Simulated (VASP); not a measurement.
Calculation: RPBE GGA, VASP's PBE PAW potentials (set 64) (plane waves; VASP).

VASP input:

POSCAR:
```
CaO
1.0
  0.0000000000   2.4482623830   2.4482623830
  2.4482623830   0.0000000000   2.4482623830
  2.4482623830   2.4482623830   0.0000000000
Ca O
1 1
Cart
  0.0000000000   0.0000000000   0.0000000000
  2.4482623830   2.4482623830   2.4482623830
```

### INCAR
```
SYSTEM = CaO
PREC = Accurate; ENCUT = 520; LREAL = F
LASPH = T; ICHARG = 11
EDIFF = 1E-7; NELM = 100; ALGO = Normal
ISMEAR = 0; SIGMA = 0.05
GGA = RP
LWAVE = F; LCHARG = F; LORBIT = 11
```

**KPOINTS**
```
k-points along high-symmetry lines
15
Line-mode
Reciprocal
  0.000000   0.000000   0.000000 ! GAMMA
  0.500000   0.000000   0.500000 ! X

  0.500000   0.000000   0.500000 ! X
  0.625000   0.250000   0.625000 ! U

  0.375000   0.375000   0.750000 ! K
  0.000000   0.000000   0.000000 ! GAMMA

  0.000000   0.000000   0.000000 ! GAMMA
  0.500000   0.500000   0.500000 ! L

  0.500000   0.500000   0.500000 ! L
  0.500000   0.250000   0.750000 ! W

  0.500000   0.250000   0.750000 ! W
  0.500000   0.000000   0.500000 ! X
```

POTCAR, in this order: Ca_sv O (PBE.64 set). Program: vasp_std. Read from the step before: CHGCAR.

The resulting files:

**OSZICAR**
```
       N       E                     dE             d eps       ncg     rms          rms(c)
DAV:   1     0.126112445014E+03    0.12611E+03   -0.86858E+03  2160   0.135E+03
DAV:   2    -0.403320522412E+01   -0.13015E+03   -0.12321E+03  2428   0.330E+02
DAV:   3    -0.106889535919E+02   -0.66557E+01   -0.65846E+01  2772   0.730E+01
DAV:   4    -0.109394631820E+02   -0.25051E+00   -0.24996E+00  3312   0.126E+01
DAV:   5    -0.109429996893E+02   -0.35365E-02   -0.35363E-02  2728   0.140E+00
DAV:   6    -0.109430766425E+02   -0.76953E-04   -0.76953E-04  2876   0.154E-01
DAV:   7    -0.109430779862E+02   -0.13437E-05   -0.13437E-05  2980   0.207E-02
DAV:   8    -0.109430780256E+02   -0.39333E-07   -0.39318E-07  2032   0.265E-03
   1 F= -.10943078E+02 E0= -.10943078E+02  d E =-.657245E-17
```

**OUTCAR**
```
 val. band max:        2.2241719202   @ k =   0.0000   0.0000   0.0000

 cond. band min:       5.9739810061   @ k =   0.5000   0.0000   0.5000



 k-point     1 :       0.0000    0.0000    0.0000
  band No.  band energies     occupation
      1     -35.8111      2.00000
      2     -16.5547      2.00000
      3     -16.5547      2.00000
      4     -16.5547      2.00000
      5     -13.2946      2.00000
      6       2.2242      2.00000
      7       2.2242      2.00000
      8       2.2242      2.00000
      9       6.6526      0.00000
     10       8.3681      0.00000
     11       8.3681      0.00000
     12       8.3681      0.00000

 k-point     2 :       0.0357    0.0000    0.0357
  band No.  band energies     occupation
      1     -35.8098      2.00000
      2     -16.5702      2.00000
      3     -16.5571      2.00000
      4     -16.5571      2.00000
      5     -13.2755      2.00000
      6       2.1392      2.00000
      7       2.2134      2.00000
      8       2.2134      2.00000
      9       6.7325      0.00000
     10       8.3241      0.00000
     11       8.4135      0.00000
     12       8.4135      0.00000

 k-point     3 :       0.0714    0.0000    0.0714
  band No.  band energies     occupation
      1     -35.8060      2.00000
      2     -16.6131      2.00000
      3     -16.5639      2.00000
      4     -16.5639      2.00000
      5     -13.2207      2.00000
      6       1.9138      2.00000
      7       2.1830      2.00000
      8       2.1830      2.00000
      9       6.9446      0.00000
     10       8.1982      0.00000
     11       8.5465      0.00000
     12       8.5465      0.00000

 k-point     4 :       0.1071    0.0000    0.1071
  band No.  band energies     occupation
      1     -35.7999      2.00000
      2     -16.6760      2.00000
      3     -16.5749      2.00000
      4     -16.5749      2.00000
      5     -13.1418      2.00000
      6       1.6124      2.00000
      7       2.1379      2.00000
...
```

The density is held fixed in this step, so its total energy and stress have no physical meaning.

The compound is CaO in the rock salt structure. It was relaxed first, which changed the volume by +5 %.
